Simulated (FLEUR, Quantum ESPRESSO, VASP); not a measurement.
**CeMg₃ (Fm-3m, 4 atoms in the cell) computed with different codes at matched settings**

Self-consistent single point.

```xyz
4
Lattice="0.0000 3.6874 3.6874 3.6874 0.0000 3.6874 3.6874 3.6874 0.0000" Properties=species:S:1:pos:R:3 pbc="T T T"
Ce     0.0000     0.0000     0.0000
Mg     5.5311     5.5311     5.5311
Mg     1.8437     1.8437     1.8437
Mg     3.6874     3.6874     3.6874
```
Moments meant for the start (each program seeds them in its own way; μB, in the order of the atoms Ce Mg Mg Mg): 1.0 0.0 0.0 0.0.

Shared settings, as Quantum ESPRESSO writes them: occupations = smearing; smearing = gauss; degauss = 0.0147 Ry; nspin = 2; K_POINTS = automatic 5 5 5 0 0 0. Potentials and cutoffs stand in the table.

```csv
code,model,pressure (GPa),size of the net moment (μB/atom),cutoff
FLEUR,"PBEsol, all-electron FLAPW (FLEUR), scalar-relativistic valence",–,0.25,Kmax 3.8 1/bohr
Quantum ESPRESSO,"PBEsol, SSSP 1.1.2 efficiency (PBE) pseudopotentials",-0.99,0.25,50 Ry
VASP,"PBEsol, VASP's PBE PAW potentials (set 64)",-1.11,0.24,300 eV
```

A dash marks a value that a program does not give, or that is left out as unsure.

On FLEUR's run: spin-orbit coupling is off. With one magnetic atom in the cell only a parallel order is possible. With U or open f shells several self-consistent states can exist. The f electrons are in the valence without U or exact exchange, which can misplace them near the Fermi level. Spin-orbit terms, which matter for f shells, are left out.

The spread over the programs that give each value: pressure within 0.12 GPa; size of the net moment within 0.01 μB/atom.

FLEUR treats all electrons, but the usual bases taken here (sphere radii, linearisation, local orbitals, empty states) were not tested for convergence, so the values are no reference for the others.

VASP's run is marked for a possible Pulay error in its stress at this cutoff; no cutoff test was made.

The starting cell comes from a database of computed structures (which also holds hypothetical and non-ambient phases and stackings), without a prior relaxation at this level.

Left out of this page: Ansatz (with a known weakness of the program); Elk (not drawn, or without a comparable value).
